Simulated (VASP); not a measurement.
VASP input:

File KPOINTS:
```
Regular mesh
0
Gamma
 6 6 3
0 0 0
```

INCAR:
```
AGGAC=0.0
ALGO=Normal
EDIFF=1E-6
EDIFFG=-0.02
ENCUT=480
GGA=BO
IBRION=2
ISIF=3
ISMEAR=0
LASPH=.TRUE.
LCHARG=.FALSE.
LMAXMIX=4
LREAL=.FALSE.
LUSE_VDW=.TRUE.
LWAVE=.FALSE.
NELM=100
NSW=60
PARAM1=0.1833333333
PARAM2=0.22
PREC=Accurate
SIGMA=0.05
SYSTEM=SnSe2
```

POSCAR:
```
SnSe2
1
    3.8335786301     0.0000000000    -0.0000000000
   -1.9167893150     3.3199766965     0.0000000000
    0.0000000000    -0.0000000000     6.2410854112
Sn Se
1 2
Direct
  1.0000000000   0.0000000000   0.0000000000
  0.3333330000   0.6666670000   0.2527086819
  0.6666670000   0.3333330000   0.7472913181
```

POTCAR, in this order: Sn_d Se (PBE.64 set). Program: vasp_std.

Question: Translate this optB88-vdW calculation to Quantum ESPRESSO's pw.x.

Answer: One equivalent input (not run):
```
&CONTROL
  calculation = 'vc-relax'
  pseudo_dir = './pseudo'
  outdir = './out'
  tprnfor = .true.
  tstress = .true.
  nstep = 60
  forc_conv_thr = 0.00078
/
&SYSTEM
  ibrav = 0
  nat = 3
  ntyp = 2
  ecutwfc = 86
  occupations = 'smearing'
  smearing = 'gaussian'
  degauss = 0.003675
  input_dft = 'vdw-df-obk8'
/
&ELECTRONS
  conv_thr = 7.3e-08
  electron_maxstep = 100
/
&IONS
/
&CELL
/
ATOMIC_SPECIES
  Sn 118.710 Sn.upf
  Se 78.971 Se.upf
CELL_PARAMETERS angstrom
     3.8335786    0.0000000   -0.0000000
    -1.9167893    3.3199767    0.0000000
     0.0000000   -0.0000000    6.2410854
ATOMIC_POSITIONS crystal
  Sn   1.0000000  0.0000000  0.0000000
  Se   0.3333330  0.6666670  0.2527087
  Se   0.6666670  0.3333330  0.7472913
K_POINTS automatic
  6 6 3 0 0 0
```
The two are equivalent in intent, not identical: the potentials are each code's own (VASP's PAW set, PseudoDojo norm-conserving files in pw.x), so ENCUT and ecutwfc are chosen apart and not converted; conv_thr bounds pw.x's estimated SCF error, while EDIFF bounds the energy change between steps; forc_conv_thr acts on force components and is met together with etot_conv_thr.

The compound is SnSe2 in the 1T layered structure. This run relaxes it. Symmetry was kept, so distortions that lower it aren't found. The start is the result of an earlier pass.
